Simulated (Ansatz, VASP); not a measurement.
# GdGa3Cu in two plane-wave programs

One calculation is typed for both programs; each brings its own data sets and cutoff. How far apart do they land?

Main program and level: Ansatz 0.2.0; plane waves, with VASP 6.6.1 beside it; single point at PBE.

### Step 1. Set-up

Symmetry: I4mm, No. 107, tetragonal system. The conventional cell has a = 4.119 Å, b = 4.119 Å, c = 10.533 Å, α = 90.00°, β = 90.00°, γ = 90.00°. Gd has 4 Cu at 3.10 Å and 12 Ga at 3.17 to 3.34 Å nearest. Nearest to Ga lie 1 Cu at 2.34 Å and 4 Ga at 2.48 Å and 4 Gd at 3.17 Å. Nearest to Ga lie 6 Ga at 2.48 to 2.91 Å and 2 Cu at 2.58 Å and 4 Gd at 3.34 Å. Cu has 5 Ga at 2.34 to 2.58 Å and 4 Gd at 3.10 Å nearest. Farther neighbours are not listed.

### Step 2. VASP: single point, PBE

With cell and atoms fixed, the geometry can't cause a difference; cores, projectors, grids and the points listed under the comparison can.

Lines of VASP's logs that name or quote its potential files are left out, and so is its time.

Input file INCAR:

```
SYSTEM = GdGa3Cu
PREC = Accurate
ENCUT = 450
EDIFF = 1E-06
NELM = 150
ISMEAR = -1
SIGMA = 0.05
LREAL = .FALSE.
ALGO = Normal
GGA = PE
NBANDS = 44
ISPIN = 2
MAGMOM = 7 0 0 0 0.6
LMAXMIX = 6
AMIX = 0.2
BMIX = 1E-04
AMIX_MAG = 0.8
BMIX_MAG = 1E-04
LORBIT = 11
LWAVE = .FALSE.
LCHARG = .FALSE.
KPAR = 2
ISIF = 2
```

Input file POSCAR:

```
GdGa3Cu
1.0
   -2.0595000000      2.0595000000      5.2663500000
    2.0595000000     -2.0595000000      5.2663500000
    2.0595000000      2.0595000000     -5.2663500000
Gd Ga Cu
1 3 1
Direct
    0.1160880000      0.1160880000      0.0000000000
    0.7359000000      0.7359000000      0.0000000000
    0.3662700000      0.8662700000      0.5000000000
    0.8662700000      0.3662700000      0.5000000000
    0.5141000000      0.5141000000      0.0000000000
```

Input file KPOINTS:

```
Automatic mesh
0
Gamma
9 9 9
0 0 0
```

The projector-augmented-wave data sets are Gd, Ga_d and Cu (PBE family, release 64).

Launch:

```bash
$ mpirun -np 2 vasp_std
```

Numbers of over 12 decimals in the logs are rounded to 6 here.

Output:

```text
[banner, memory and clock lines left out]
running    2 mpi-ranks, on    1 nodes
 distrk:  each k-point on    1 cores,    2 groups
 distr:  one band on    1 cores,    1 groups

 POSCAR found type information on POSCAR GdGaCu
 POSCAR found :  3 types and       5 ions
 LDA part: xc-table for (Slater+PW92), standard interpolation
 POSCAR, INCAR and KPOINTS ok, starting setup
 FFT: planning ... GRIDC
 FFT: planning ... GRID_SOFT
 FFT: planning ... GRID
 WAVECAR not read
 entering main loop
       N       E                     dE             d eps       ncg     rms          rms(c)
DAV:   1     0.496711092569E+03    0.49671E+03   -0.25652E+04 18212   0.560E+03
DAV:   2     0.893091914911E+02   -0.40740E+03   -0.37850E+03 16844   0.695E+02
DAV:   3    -0.124777758044E+02   -0.10179E+03   -0.94639E+02 16032   0.222E+02
DAV:   4    -0.243973625645E+02   -0.11920E+02   -0.11731E+02 23636   0.767E+01
DAV:   5    -0.257608075048E+02   -0.13634E+01   -0.13558E+01 24520   0.213E+01    0.424E+01
DAV:   6    -0.267264549411E+02   -0.96565E+00   -0.31742E+01 23040   0.785E+01    0.311E+01
DAV:   7    -0.262632375271E+02    0.46322E+00   -0.41766E+00 20480   0.370E+01    0.325E+01
DAV:   8    -0.263284503394E+02   -0.65213E-01   -0.86902E-01 23504   0.527E+00    0.262E+01
DAV:   9    -0.263086077757E+02    0.19843E-01   -0.30004E-01 21280   0.919E+00    0.159E+01
DAV:  10    -0.262960330225E+02    0.12575E-01   -0.21557E-01 20080   0.713E+00    0.844E+00
DAV:  11    -0.262926388986E+02    0.33941E-02   -0.53180E-02 20704   0.473E+00    0.305E+00
DAV:  12    -0.262880776883E+02    0.45612E-02   -0.29271E-02 22120   0.298E+00    0.235E+00
DAV:  13    -0.262882921312E+02   -0.21444E-03   -0.60723E-03 21384   0.638E-01    0.178E+00
DAV:  14    -0.262882332921E+02    0.58839E-04   -0.63258E-04 23448   0.184E-01    0.186E+00
DAV:  15    -0.262881983225E+02    0.34970E-04   -0.51691E-05 21800   0.111E-01    0.168E+00
DAV:  16    -0.262882200201E+02   -0.21698E-04   -0.41837E-05 21272   0.166E-01    0.129E+00
DAV:  17    -0.262879408435E+02    0.27918E-03   -0.55001E-04 21720   0.468E-01    0.605E-01
DAV:  18    -0.262878763135E+02    0.64530E-04   -0.36324E-04 21288   0.367E-01    0.468E-01
DAV:  19    -0.262878729073E+02    0.34063E-05   -0.94871E-05 20824   0.104E-01    0.262E-01
DAV:  20    -0.262878696514E+02    0.32558E-05   -0.16092E-05 21384   0.794E-02    0.394E-02
DAV:  21    -0.262878703977E+02   -0.74626E-06   -0.13513E-05 16392   0.446E-02    0.723E-02
DAV:  22    -0.262878690802E+02    0.13175E-05   -0.26287E-06 12232   0.557E-02    0.909E-03
DAV:  23    -0.262878688119E+02    0.26826E-06   -0.12658E-06  9260   0.191E-02
   1 F= -.26287869E+02 E0= -.26279492E+02  d E =-.167530E-01  mag=     7.0260
```

Parts of OUTCAR (step 2):

```text
ion  position               nearest neighbor table
   1  0.116  0.116  0.000-   5 3.10   5 3.10   5 3.10   5 3.10   2 3.17   2 3.17   2 3.17   2 3.17

  LATTYP: Found a body centered tetragonal cell.
 ALAT       =     4.1190000000
 C/A-ratio  =     2.5571012382

 Subroutine GETGRP returns: Found  8 space group operations
 (whereof  8 operations were pure point group operations)

The static configuration has the point symmetry C_4v.

 Found     75 irreducible k-points:

   k-points           NKPTS =     75   k-points in BZ     NKDIM =     75   number of bands    NBANDS=     44

   dimension x,y,z NGX =    42 NGY =   42 NGZ =   42
   dimension x,y,z NGXF=    84 NGYF=   84 NGZF=   84

   ENCUT  =  450.0 eV  33.07 Ry    5.75 a.u.  10.41 10.41 10.41*2*pi/ulx,y,z

   NELECT =      68.0000    total number of electrons

 k-points in reciprocal lattice and weights: Automatic mesh
   0.00000000  0.00000000  0.00000000       0.001
   0.11111111 -0.00000000  0.00000000       0.011
   0.22222222 -0.00000000  0.00000000       0.011
   0.33333333  0.00000000  0.00000000       0.011
   0.44444444 -0.00000000  0.00000000       0.011
   0.11111111  0.11111111  0.00000000       0.011
   0.22222222  0.11111111  0.00000000       0.022
   0.33333333  0.11111111  0.00000000       0.022
   0.44444444  0.11111111  0.00000000       0.022
[...]
-0.44444444  0.44444444  0.44444444       0.005
  -0.44444444 -0.44444444  0.44444444       0.003

 average (electrostatic) potential at core
       1 -39.8984       2 -64.4870       3 -64.4972       4 -64.4972       5 -65.7668

 E-fermi :   5.9563

 spin component 1
 k-point     1 :       0.0000    0.0000    0.0000
  band No.  band energies     occupation
    ...
     33       2.7493      1.00000
     34       2.9867      1.00000
     35       4.1981      1.00000
     36       4.1981      1.00000
     37       4.4266      1.00000
     38       6.1026      0.05090
     39       7.9662      0.00000
     40       8.2087      0.00000
     41       8.2087      0.00000
     42       8.9288      0.00000
    ...

 k-point     2 :       0.1111   -0.0000    0.0000
  band No.  band energies     occupation
    ...
     33       2.7566      1.00000
     34       2.9929      1.00000
     35       3.6158      1.00000
     36       4.2947      1.00000
     37       5.2709      1.00000
     38       5.9828      0.37055
     39       7.4847      0.00000
     40       7.7890      0.00000
     41       8.2177      0.00000
     42       9.5049      0.00000
    ...

 k-point     3 :       0.2222   -0.0000    0.0000
  band No.  band energies     occupation
    ...
     33       2.7609      1.00000
     34       2.9657      1.00000
     35       3.7221      1.00000
     36       4.5570      1.00000
     37       5.0217      1.00000
     38       6.1750      0.01244
     39       6.7520      0.00000
     40       8.1740      0.00000
     41       8.3365      0.00000
     42       9.3419      0.00000
    ...

 k-point     4 :       0.3333    0.0000    0.0000
  band No.  band energies     occupation
    ...
     33       2.7388      1.00000
     34       2.9269      1.00000
     35       3.6565      1.00000
     36       4.8317      1.00000
     37       5.0195      1.00000
     38       6.3822      0.00020
     39       6.4699      0.00003
     40       8.1620      0.00000
     41       8.7804      0.00000
     42       8.8500      0.00000
    ...

 k-point     5 :       0.4444   -0.0000    0.0000
  band No.  band energies     occupation
    ...
     33       2.7071      1.00000
     34       2.8918      1.00000
     35       3.2177      1.00000
     36       4.9051      1.00000
     37       5.8042      0.95445
     38       6.5651      0.00001
     39       6.8409      0.00000
     40       7.6336      0.00000
     41       7.8111      0.00000
     42       8.7337      0.00000
    ...

 k-point     6 :       0.1111    0.1111    0.0000
  band No.  band energies     occupation
    ...
     33       2.7591      1.00000
     34       3.1744      1.00000
     35       3.3619      1.00000
     36       4.2097      1.00000
     37       5.5052      0.99988
     38       6.4488      0.00005
     39       6.6949      0.00000
     40       7.8964      0.00000
     41       8.4712      0.00000
     42       9.5447      0.00000
    ...

  Total        1.4972064      1.4972064      2.1736870      0.0000000      0.0000000      0.0000000
  in kB       26.8471969     26.8471969     38.9775276      0.0000000      0.0000000      0.0000000
  external PRESSURE =      30.8906404 kB  Pullay stress =       0.0000000 kB

  energy-cutoff  :      450.00
  volume of cell :       89.35
      direct lattice vectors                 reciprocal lattice vectors
    -2.059500000  2.059500000  5.266350000     0.000000000  0.242777373  0.094942417
     2.059500000 -2.059500000  5.266350000     0.242777373  0.000000000  0.094942417
     2.059500000  2.059500000 -5.266350000     0.242777373  0.242777373  0.000000000

 POSITION                                       TOTAL-FORCE (eV/Angst)
 -----------------------------------------------------------------------------------
      0.00000      0.00000      1.22272        -0.000000     -0.000000     -0.090321
      0.00000      0.00000      7.75101         0.000000      0.000000     -1.391806
      2.05950      0.00000      3.85781         0.000000      0.000000      1.193985
      0.00000      2.05950      3.85781        -0.000000     -0.000000      1.193985
      0.00000      0.00000      5.41486        -0.000000     -0.000000     -0.905843
 -----------------------------------------------------------------------------------
    total drift:                                0.000002      0.000002      0.000381

  FREE ENERGIE OF THE ION-ELECTRON SYSTEM (eV)
  ---------------------------------------------------
  free  energy   TOTEN  =       -26.2878688119 eV

  energy  without entropy=      -26.2711158106  energy(sigma->0) =      -26.27949231

 total charge
# of ion       s       p       d       f       tot
--------------------------------------------------
    1        2.022   5.598   0.520   7.034  15.174
    2        0.924   0.951   9.982   0.000  11.857
    3        0.906   0.813   9.971   0.000  11.691
    4        0.906   0.813   9.971   0.000  11.691
    5        0.480   0.408   9.142   0.000  10.030
--------------------------------------------------
tot          5.238   8.585  39.585   7.034  60.442

 magnetization (x)
# of ion       s       p       d       f       tot
--------------------------------------------------
    1       -0.006  -0.082   0.101   6.772   6.785
    2       -0.008  -0.015   0.002   0.000  -0.021
    3       -0.009  -0.010   0.001   0.000  -0.018
    4       -0.009  -0.010   0.001   0.000  -0.018
    5       -0.006  -0.004   0.011   0.000   0.001
--------------------------------------------------
tot         -0.037  -0.121   0.116   6.772   6.729

[... 6 further parts left out ...]
```

The cell holds one magnetic atom, so no antiferromagnetic order fits into it. Without U or exact exchange, f electrons of an open shell come out too delocalised. At this level the cell is under a pressure of 3.1 GPa, so at these settings it is away from equilibrium.

[end of part 1 of 2]

[Lines on the potential files, build, host, timing and source positions are cut from VASP's logs without a mark.]

[Logs are printed without paths, hosts, clocks, repeated set-up lines and the standing remarks that a program may print on its own settings, such as how far it seeks lower states.]

[Hosts, paths, dates, database ids (printed as entryN), source tags and the programs' standing remarks are cut or masked in the printed files.]
